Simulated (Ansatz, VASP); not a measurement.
# Cross-check of SnSe2 between VASP and Ansatz

One calculation is typed for both programs; each brings its own data sets and cutoff. How far apart do they land?

Program: Ansatz 0.2.0. Level of theory: plane waves, with VASP 6.6.1 beside it; band structure at HSE06, spin-orbit coupling. Results are calculated unless marked as measured.

## (1) The structure

It takes space group P-3m1 (No. 164, trigonal). The conventional cell has a = 3.811 Å, b = 3.811 Å, c = 6.136 Å, α = 90.00°, β = 90.00°, γ = 120.00°. Nearest to Sn lie 6 Se at 2.68 Å. Se has 3 Sn at 2.68 Å nearest. Farther neighbours and most contacts between anions are not listed.

## (2) VASP: band structure, HSE06, spin-orbit coupling

Levels along a path test the potential and the projectors away from the mesh points.

Lines of VASP's logs that name or quote its potential files are left out, and so is its time.

The run reads the wave functions of an earlier VASP run, which isn't shown here.

INCAR

```
SYSTEM = SnSe2
PREC = Accurate
ENCUT = 400
EDIFF = 1E-06
NELM = 100
ISMEAR = 0
SIGMA = 0.02
LREAL = .FALSE.
ALGO = Normal
LHFCALC = .TRUE.
AEXX = 0.25
GGA = PE
HFSCREEN = 0.2
LASPH = .TRUE.
LNONCOLLINEAR = .TRUE.
MAGMOM = 0 0 0 0 0 0 0 0 0
NBANDS = 38
GGA_COMPAT = .FALSE.
LSORBIT = .TRUE.
PRECFOCK = Fast
LORBIT = 11
LWAVE = .FALSE.
LCHARG = .FALSE.
KPAR = 4
```

POSCAR

```
SnSe2
1.0
    3.8110000000      0.0000000000      0.0000000000
   -1.9055000000      3.3004228138      0.0000000000
    0.0000000000      0.0000000000      6.1360000000
Sn Se
1 2
Direct
    0.0000000000      0.0000000000      0.0000000000
    0.3333333333      0.6666666667      0.2490000000
    0.6666666667      0.3333333333      0.7510000000
```

KPOINTS

```
Automatic mesh
0
Gamma
4 4 3
0 0 0
```

KPOINTS_OPT

```
Line mode
6
Line-mode
Reciprocal
  0.00000000   0.00000000   0.00000000 GAMMA
  0.50000000   0.00000000   0.00000000 M

  0.50000000   0.00000000   0.00000000 M
  0.33333333   0.33333333   0.00000000 K

  0.33333333   0.33333333   0.00000000 K
  0.00000000   0.00000000   0.00000000 GAMMA

  0.00000000   0.00000000   0.00000000 GAMMA
  0.00000000   0.00000000   0.50000000 A

  0.00000000   0.00000000   0.50000000 A
  0.50000000   0.00000000   0.50000000 L

  0.50000000   0.00000000   0.50000000 L
  0.33333333   0.33333333   0.50000000 H

  0.33333333   0.33333333   0.50000000 H
  0.00000000   0.00000000   0.50000000 A

  0.50000000   0.00000000   0.50000000 L
  0.50000000   0.00000000   0.00000000 M

  0.33333333   0.33333333   0.00000000 K
  0.33333333   0.33333333   0.50000000 H
```

The projector-augmented-wave data sets are Sn_d and Se (PBE family, release 64).

On the command line:

```
mpirun -np 4 vasp_ncl
```

Numbers of over 12 decimals in the logs are rounded to 6 here.

The program printed:

```text
[banner, memory and clock lines left out]
running    4 mpi-ranks, on    1 nodes
 distrk:  each k-point on    1 cores,    4 groups
 distr:  one band on    1 cores,    1 groups

 POSCAR found type information on POSCAR SnSe
 POSCAR found :  2 types and       3 ions
 LDA part: xc-table for (Slater+PW92), standard interpolation
 found WAVECAR, reading the header
 POSCAR, INCAR and KPOINTS ok, starting setup
 FFT: planning ... GRIDC
 FFT: planning ... GRID_SOFT
 FFT: planning ... GRID
 reading WAVECAR
 the WAVECAR file was read successfully
 initial charge from wavefunction
 entering main loop
       N       E                     dE             d eps       ncg     rms          rms(c)
DAV:   1    -0.145605783358E+02   -0.14561E+02   -0.59806E-01   722   0.720E+00    0.211E+00
DAV:   2    -0.145701829275E+02   -0.96046E-02   -0.49179E-02   762   0.131E+00    0.140E+00
DAV:   3    -0.145685809780E+02    0.16019E-02   -0.32905E-03  1002   0.450E-01    0.836E-01
DAV:   4    -0.145681672923E+02    0.41369E-03   -0.50846E-04   764   0.184E-01    0.477E-01
DAV:   5    -0.145680269498E+02    0.14034E-03   -0.93884E-05   760   0.919E-02    0.269E-01
DAV:   6    -0.145679760876E+02    0.50862E-04   -0.35076E-05   750   0.526E-02    0.147E-01
DAV:   7    -0.145679616864E+02    0.14401E-04   -0.13199E-05   742   0.273E-02    0.810E-02
DAV:   8    -0.145679583349E+02    0.33516E-05   -0.29206E-06   680   0.133E-02    0.458E-02
DAV:   9    -0.145679577381E+02    0.59679E-06   -0.79090E-07   522   0.785E-03
   1 F= -.14567958E+02 E0= -.14567958E+02  d E =-.169887E-31  mag=    -0.0000     0.0000     0.0000
 Start KPOINTS_OPT (optional k-point list driver)
k-point batch [1-9\54]
       N       E                     dE             ncg
DAV:   1     0.428049403173E+03   -0.36593E+04      748
DAV:   2    -0.166661236156E+04   -0.20947E+04      706
DAV:   3    -0.201818765207E+04   -0.35158E+03      800
DAV:   4    -0.204200944004E+04   -0.23822E+02      796
DAV:   5    -0.204266001960E+04   -0.65058E+00      970
DAV:   6    -0.204267380818E+04   -0.13789E-01      916
DAV:   7    -0.204267423920E+04   -0.43102E-03     1014
DAV:   8    -0.204267424921E+04   -0.10014E-04      742
DAV:   9    -0.204267424968E+04   -0.46930E-06      552
[...]
k-point batch [46-54\54]
       N       E                     dE             ncg
DAV:   1     0.337636469888E+03   -0.66066E+04      732
DAV:   2    -0.175135544156E+04   -0.20890E+04      706
DAV:   3    -0.208979682471E+04   -0.33844E+03      764
DAV:   4    -0.210915273746E+04   -0.19356E+02      828
DAV:   5    -0.210969942293E+04   -0.54669E+00      938
DAV:   6    -0.210971053528E+04   -0.11112E-01      944
DAV:   7    -0.210971108551E+04   -0.55023E-03     1074
DAV:   8    -0.210971109136E+04   -0.58578E-05      800
DAV:   9    -0.210971109145E+04   -0.83796E-07      580
```

From OUTCAR (step 2):

```text
ion  position               nearest neighbor table
   1  0.000  0.000  0.000-   2 2.68   3 2.68   2 2.68   3 2.68   3 2.68   2 2.68
   2  0.333  0.667  0.249-   1 2.68   1 2.68   1 2.68
   3  0.667  0.333  0.751-   1 2.68   1 2.68   1 2.68

  LATTYP: Found a hexagonal cell.
 ALAT       =     3.8110000000
 C/A-ratio  =     1.6100760955

 Subroutine GETGRP returns: Found 12 space group operations
 (whereof 12 operations were pure point group operations)

The static configuration has the point symmetry D_3d.

 Found      9 irreducible k-points:

   k-points           NKPTS =      9   k-points in BZ     NKDIM =     48   number of bands    NBANDS=     38

   dimension x,y,z NGX =    28 NGY =   28 NGZ =   40
   dimension x,y,z NGXF=    56 NGYF=   56 NGZF=   80

   ENCUT  =  400.0 eV  29.40 Ry    5.42 a.u.   6.21  6.21 10.01*2*pi/ulx,y,z

   NELECT =      26.0000    total number of electrons

 k-points in reciprocal lattice and weights: Automatic mesh
   0.00000000  0.00000000  0.00000000       0.021
   0.25000000 -0.00000000  0.00000000       0.125
   0.50000000 -0.00000000  0.00000000       0.062
   0.25000000  0.25000000  0.00000000       0.125
   0.00000000  0.00000000  0.33333333       0.042
   0.25000000 -0.00000000  0.33333333       0.125
   0.00000000  0.25000000  0.33333333       0.125
   0.50000000 -0.00000000  0.33333333       0.125
   0.25000000  0.25000000  0.33333333       0.250

  exchange ACFDT corr.  =         0.00000000  see jH, gK, PRB 81, 115126

 average (electrostatic) potential at core
       1 -96.7804       2 -49.6462       3 -49.6462

 E-fermi :   3.8178

 k-point     1 :       0.0000    0.0000    0.0000
  band No.  band energies     occupation
    ...
     22       3.0609      1.00000
     23       3.3676      1.00000
     24       3.3676      1.00000
     25       3.6568      1.00000
     26       3.6568      1.00000
     27       5.5371      0.00000
     28       5.5371      0.00000
     29       7.3961      0.00000
     30       7.3961      0.00000
     31       9.0297      0.00000
    ...

 k-point     2 :       0.2500   -0.0000    0.0000
  band No.  band energies     occupation
    ...
     22       1.4990      1.00000
     23       3.2926      1.00000
     24       3.2926      1.00000
     25       3.5787      1.00000
     26       3.5787      1.00000
     27       6.4301      0.00000
     28       6.4301      0.00000
     29       8.4943      0.00000
     30       8.4943      0.00000
     31      10.0563      0.00000
    ...

 k-point     3 :       0.5000   -0.0000    0.0000
  band No.  band energies     occupation
    ...
     22       0.7644      1.00000
     23       2.3567      1.00000
     24       2.3567      1.00000
     25       3.3173      1.00000
     26       3.3173      1.00000
     27       5.4637      0.00000
     28       5.4637      0.00000
     29       8.3011      0.00000
     30       8.3011      0.00000
     31       9.9387      0.00000
    ...

  energy-cutoff  :      400.00
  volume of cell :       77.18
      direct lattice vectors                 reciprocal lattice vectors
     3.811000000  0.000000000  0.000000000     0.262398321  0.151495741  0.000000000
    -1.905500000  3.300422814  0.000000000     0.000000000  0.302991482  0.000000000
     0.000000000  0.000000000  6.136000000     0.000000000  0.000000000  0.162972621

 POSITION                                       TOTAL-FORCE (eV/Angst)
 -----------------------------------------------------------------------------------
      0.00000      0.00000      0.00000        -0.000000      0.000000      0.000000
     -0.00000      2.20028      1.52786         0.000000     -0.000000      0.256424
      1.90550      1.10014      4.60814        -0.000000      0.000000     -0.256424
 -----------------------------------------------------------------------------------
    total drift:                               -0.000000      0.000000     -0.000002

  FREE ENERGIE OF THE ION-ELECTRON SYSTEM (eV)
  ---------------------------------------------------
  free  energy   TOTEN  =       -14.5679577381 eV

  energy  without entropy=      -14.5679577381  energy(sigma->0) =      -14.56795774

 Spin-Orbit-Coupling matrix elements
 Ion:    1  E_soc:     -0.0822638
 Ion:    2  E_soc:     -0.0432896
 Ion:    3  E_soc:     -0.0432896

 total charge
# of ion       s       p       d       tot
------------------------------------------
    1        1.030   1.069  10.130  12.229
    2        1.491   2.389   0.029   3.910
    3        1.491   2.389   0.029   3.910
--------------------------------------------------
tot          4.013   5.847  10.189  20.048

 magnetization (x)
# of ion       s       p       d       tot
------------------------------------------
    1        0.000   0.000   0.000   0.000
    2       -0.000  -0.000   0.000  -0.000
    3       -0.000  -0.000  -0.000  -0.000
--------------------------------------------------
tot         -0.000  -0.000   0.000  -0.000

 magnetization (y)
# of ion       s       p       d       tot
------------------------------------------
    1        0.000   0.000   0.000   0.000
    2       -0.000   0.000   0.000  -0.000
    3        0.000   0.000   0.000   0.000
--------------------------------------------------
tot         -0.000   0.000   0.000  -0.000

 magnetization (z)
# of ion       s       p       d       tot
------------------------------------------
    1        0.000   0.000   0.000   0.000
    2        0.000   0.000   0.000   0.000
    3        0.000   0.000   0.000   0.000
--------------------------------------------------
tot          0.000   0.000   0.000   0.000

[... 3 further parts left out ...]
```

[end of part 1 of 2]

[Lines on the potential files, build, host, timing and source positions are cut from VASP's logs without a mark.]

[Logs are printed without paths, hosts, clocks, repeated set-up lines and the standing remarks that a program may print on its own settings, such as how far it seeks lower states.]

[Hosts, paths, dates, database ids (printed as entryN), source tags and the programs' standing remarks are cut or masked in the printed files.]
